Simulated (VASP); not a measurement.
Shape and ions are relaxed at each volume.

Energy against volume of TiB$_{2}$ (AlB2 type). Level of theory: PBE GGA with D3 dispersion (Becke-Johnson damping), VASP's PBE PAW potentials (set 64) (plane waves; VASP).

```
V (Å³/atom)  E (eV/atom)
-----------  -----------
7.797           -8.54113
8.046           -8.56195
8.294           -8.56846
8.543           -8.56262
8.792           -8.54609
```

Question: Fit a third-order Birch-Murnaghan equation of state.

Answer: 
The volume per atom is 8.30 Å^3/atom, the bulk modulus is 265 GPa and the pressure derivative of the bulk modulus is 3.85.

Measured: bulk modulus 240 GPa (computed value off by +10.2 %), as given by Synthesis of Binary Transition Metal Nitrides, Carbides and Borides from the Elements in the Laser-Heated Diamond …. The calculation is for a static lattice, while the measured bulk modulus holds thermal and zero-point effects, which are part of the difference.

The compound is TiB2 in the AlB2 type structure. It was relaxed first.
